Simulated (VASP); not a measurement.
VASP input:

### KPOINTS
```
Automatic mesh
0
Gamma
12 12 12
0 0 0
```

**INCAR**
```
SYSTEM = Pd
PREC = Accurate
ENCUT = 400
EDIFF = 1E-6
NELM = 100
ALGO = Normal
LREAL = .FALSE.
LASPH = .TRUE.
ISMEAR = 1
SIGMA = 0.1
GGA = PE
LMAXMIX = 4
LWAVE = .FALSE.
LCHARG = .FALSE.
ISIF = 2
IBRION = 0
NSW = 3
TEBEG = 300
```

### POSCAR
```
Pd
1
    0.0000000000     1.9450000000     1.9450000000
    1.9450000000     0.0000000000     1.9450000000
    1.9450000000     1.9450000000     0.0000000000
Pd
1
Direct
  0.0000000000   0.0000000000   0.0000000000
```

POTCAR, in this order: Pd (PBE.64 set). Program: vasp_std.

Question: What happens when VASP runs on this input?

Answer: There is a fault: molecular dynamics (IBRION = 0) was asked for without POTIM. VASP stops with an error: Fatal error! IBRION=0, but no entry for POTIM on file INCAR. MUST be specified! ----> I REFUSE TO CONTINUE WITH THIS SICK JOB ... BYE!!! <----

### standard output
```
 POSCAR found type information on POSCAR Pd
 POSCAR found :  1 types and       1 ions
 Reading from existing POTCAR

 -----------------------------------------------------------------------------
|                                                                             |
|     EEEEEEE  RRRRRR   RRRRRR   OOOOOOO  RRRRRR      ###     ###     ###     |
|     E        R     R  R     R  O     O  R     R     ###     ###     ###     |
|     E        R     R  R     R  O     O  R     R     ###     ###     ###     |
|     EEEEE    RRRRRR   RRRRRR   O     O  RRRRRR       #       #       #      |
|     E        R   R    R   R    O     O  R   R                               |
|     E        R    R   R    R   O     O  R    R      ###     ###     ###     |
|     EEEEEEE  R     R  R     R  OOOOOOO  R     R     ###     ###     ###     |
|                                                                             |
|     Fatal error! IBRION=0, but no entry for POTIM on file INCAR. MUST       |
|     be specified!                                                           |
|                                                                             |
|       ---->  I REFUSE TO CONTINUE WITH THIS SICK JOB ... BYE!!! <----       |
|                                                                             |
 -----------------------------------------------------------------------------
```

To mend it, set POTIM to the time step in fs (1 to 2 fs suits most solids). The plain static run on this cell (PBE GGA, plane waves, VASP's PBE PAW potentials (set 64)) converges, and its OSZICAR ends with
```
   1 F= -.52072356E+01 E0= -.52065368E+01  d E =-.209652E-02
```

The compound is Pd in the fcc structure. The cell was not relaxed at this level.
